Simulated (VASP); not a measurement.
An input for Quantum ESPRESSO's pw.x (written as the equivalent of a VASP run, and not itself run):

```
&CONTROL
  calculation = 'vc-relax'
  pseudo_dir = './pseudo'
  outdir = './out'
  tprnfor = .true.
  tstress = .true.
  nstep = 30
  forc_conv_thr = 0.00039
/
&SYSTEM
  ibrav = 0
  nat = 4
  ntyp = 2
  ecutwfc = 84
  occupations = 'smearing'
  smearing = 'gaussian'
  degauss = 0.003675
  input_dft = 'pz'
/
&ELECTRONS
  conv_thr = 7.3e-09
  electron_maxstep = 100
/
&IONS
/
&CELL
  cell_dofree = 'shape'
/
ATOMIC_SPECIES
  Zn 65.380 Zn.upf
  O 15.999 O.upf
CELL_PARAMETERS angstrom
     1.5814044   -2.7390731    0.0000000
     1.5814044    2.7390731    0.0000000
     0.0000000    0.0000000    5.1114123
ATOMIC_POSITIONS crystal
  Zn   0.6666670  0.3333330  0.5017675
  Zn   0.3333330  0.6666670  0.0017675
  O    0.6666670  0.3333330  0.8802325
  O    0.3333330  0.6666670  0.3802325
K_POINTS automatic
  10 10 5 0 0 0
```

### Question
Write the VASP files for the same calculation (LDA).

### Answer
One answer among several that fit: 
KPOINTS:
```
Regular mesh
0
G
 10 10 5
```

File POSCAR:
```
ZnO
1
    1.5814043688    -2.7390731256     0.0000000000
    1.5814043688     2.7390731256     0.0000000000
    0.0000000000     0.0000000000     5.1114122809
Zn O
2 2
Direct
  0.6666670000   0.3333330000   0.5017674771
  0.3333330000   0.6666670000   0.0017674771
  0.6666670000   0.3333330000   0.8802325229
  0.3333330000   0.6666670000   0.3802325229
```

### INCAR
```
ALGO = Normal
EDIFF = 1E-7
EDIFFG = -0.01
ENCUT = 520
IBRION = 2
ISIF = 4
ISMEAR = 0
LASPH = .True.
LCHARG = .False.
LMAXMIX = 4
LREAL = .False.
LWAVE = .False.
NELM = 100
NSW = 30
PREC = Accurate
SIGMA = 0.05
SYSTEM = ZnO
```

POTCAR, in this order: Zn O (LDA.64 set). Program: vasp_std.

Limits of the translation: the potentials are each code's own (VASP's PAW set, PseudoDojo norm-conserving files in pw.x), so ENCUT and ecutwfc are chosen apart and not converted; conv_thr bounds pw.x's estimated SCF error, while EDIFF bounds the energy change between steps; forc_conv_thr acts on force components and is met together with etot_conv_thr.

The compound is ZnO in the wurtzite structure. This cell is one point of a volume scan, at 0.97 of the reference volume.
